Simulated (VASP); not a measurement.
Here is the system:

```
Si
1.0
    0.00000     2.69238     2.69238
    2.69238     0.00000     2.69238
    2.69238     2.69238     0.00000
Si
2
Direct
  0.00000   0.00000   0.00000
  0.25000   0.25000   0.25000
```

Method: r2SCAN meta-GGA, VASP's PBE PAW potentials (set 64) (plane waves; VASP). Run with 520 eV cut-off, 8×8×8 Γ-centred mesh, Gaussian smearing of 0.050 eV, potentials Si.

Task: Give the stress tensor in GPa (positive for a compressed cell).

Result: 
```
3.19  0.00  0.00
0.00  3.19  0.00
0.00  0.00  3.19
```
The pressure is its mean diagonal, 3.19 GPa.

The compound is Si in the diamond structure. This cell is one point of a volume scan, at 0.97 of the reference volume.
